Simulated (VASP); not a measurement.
Input for VASP

INCAR:
```
# general
SYSTEM =GaP
PREC   =Accurate
ENCUT  =520
LREAL  =.FALSE.
LASPH  =.TRUE.

# electronic loop
EDIFF  =1E-7
NELM   =100
ALGO   =Normal
LMAXMIX=4

# smearing
ISMEAR =0
SIGMA  =0.05

# functional
GGA    =PE

# ions
ISIF   =2

# output
LWAVE  =.FALSE.
LCHARG =.FALSE.
```

POSCAR:
```
GaP
1
    0.0000000000     2.7529443306     2.7529443306
    2.7529443306     0.0000000000     2.7529443306
    2.7529443306     2.7529443306     0.0000000000
Ga P
1 1
Direct
  0.0000000000   0.0000000000   0.0000000000
  0.2500000000   0.2500000000   0.2500000000
```

### KPOINTS
```
Automatic
0
G
8 8 8
```

POTCAR, in this order: Ga_d P (PBE.64 set). Program: vasp_std.

**Question.** Translate this PBE calculation to Quantum ESPRESSO's pw.x.

**Answer.** One equivalent input (not run):
```
&CONTROL
  calculation = 'scf'
  pseudo_dir = './pseudo'
  outdir = './out'
  tprnfor = .true.
  tstress = .true.
/
&SYSTEM
  ibrav = 0
  nat = 2
  ntyp = 2
  ecutwfc = 80
  occupations = 'smearing'
  smearing = 'gaussian'
  degauss = 0.003675
  input_dft = 'pbe'
/
&ELECTRONS
  conv_thr = 7.3e-09
  electron_maxstep = 100
/
ATOMIC_SPECIES
  Ga 69.723 Ga.upf
  P 30.974 P.upf
CELL_PARAMETERS angstrom
     0.0000000    2.7529443    2.7529443
     2.7529443    0.0000000    2.7529443
     2.7529443    2.7529443    0.0000000
ATOMIC_POSITIONS crystal
  Ga   0.0000000  0.0000000  0.0000000
  P    0.2500000  0.2500000  0.2500000
K_POINTS automatic
  8 8 8 0 0 0
```
What does not carry over: the potentials are each code's own (VASP's PAW set, PseudoDojo norm-conserving files in pw.x), so ENCUT and ecutwfc are chosen apart and not converted; conv_thr bounds pw.x's estimated SCF error, while EDIFF bounds the energy change between steps.

The compound is GaP in the zinc blende structure. It was relaxed first.
